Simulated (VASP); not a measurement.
An input for Ansatz (written as the equivalent of a VASP run, and not itself run):

Ansatz 0.2 input:
```yaml
crystal:
  lattice:
    - [3.6765723, 0.0000000, 0.0000000]
    - [0.0000000, 3.6765723, 0.0000000]
    - [0.0000000, 0.0000000, 4.1435109]
  atoms:
    - { symbol: Sn, position: [0.5000000, 0.0000000, 0.7193360] }
    - { symbol: Sn, position: [1.0000000, 0.5000000, 0.2806640] }
    - { symbol: O, position: [0.5000000, 0.5000000, 0.0000000] }
    - { symbol: O, position: [0.0000000, 0.0000000, 0.0000000] }
kpoints:
  mp_grid: { grid: [6, 6, 4] }
hamiltonian:
  xc: pbe
  pseudopotentials: { kind: paw }
scf:
  occupations: { method: gaussian, width: 0.05 }
  max_iter: 100
relax:
  max_steps: 40
  f_tol: 0.01
  cell: { p_target: 20 }
output: { forces: true, stress: true, eigenvalues: true }
```

Task: Write the VASP files for the same calculation (PBE).

Result: This is not unique; one that fits is 
**POSCAR**
```
SnO
1
    3.6765723089     0.0000000000     0.0000000000
    0.0000000000     3.6765723089    -0.0000000000
    0.0000000000     0.0000000000     4.1435109085
Sn O
2 2
Direct
  0.5000000000   0.0000000000   0.7193359935
  1.0000000000   0.5000000000   0.2806640065
  0.5000000000   0.5000000000   0.0000000000
  0.0000000000   0.0000000000   0.0000000000
```

KPOINTS:
```
Automatic mesh
0
Gamma
6 6 4
0 0 0
```

**INCAR**
```
SYSTEM = SnO
PREC = Accurate
ENCUT = 600
EDIFF = 1E-7
NELM = 100
ALGO = Normal
LREAL = .FALSE.
LASPH = .TRUE.
ISMEAR = 0
SIGMA = 0.05
GGA = PE
LMAXMIX = 4
LWAVE = .FALSE.
LCHARG = .FALSE.
ISIF = 3
IBRION = 2
NSW = 40
EDIFFG = -0.01
PSTRESS = 200
```

POTCAR, in this order: Sn_d O (PBE.64 set). Program: vasp_std.

What does not carry over: each code has its own PAW files, so the cut-off isn't converted (ENCUT is set for VASP's; basis.ecutwfc is left out, and Ansatz then takes the one that its files recommend); Ansatz stops its SCF on the density residual and VASP on the energy change (EDIFF).

The compound is SnO in the litharge structure. It was relaxed first under an external pressure of 20 GPa. The k-mesh is coarse (spacing up to 0.38 per Å, 2π included), so the numbers may not be converged in it.
